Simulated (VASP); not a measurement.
```xyz
4
Lattice="4.2797 0.0000 0.0000 -2.1398 3.7063 0.0000 0.0000 0.0000 7.0091" Properties=species:S:1:pos:R:3 pbc="T T T"
K      2.1398     1.2354     0.0000
K      0.0000     2.4709     3.5045
H      2.1398     1.2354     4.3821
H      0.0000     2.4709     0.8775
```

Method: PBE GGA, VASP's PBE PAW potentials (set 64) (plane waves; VASP 6.6.1). Numerical set-up: 400 eV cut-off, 6×6×3 Γ-centred mesh, Gaussian smearing of 0.050 eV, potentials K_sv H.

**Question.** Estimate the energy per atom (σ→0).

**Answer.** 
energy per atom (σ→0): -2.352 eV/atom

Total energies compare only between runs with the same potentials, cut-off and functional.

The structure was generated: KH was put into the wurtzite type (P6_3mc), which need not be its known phase. The cell was not relaxed at this level.
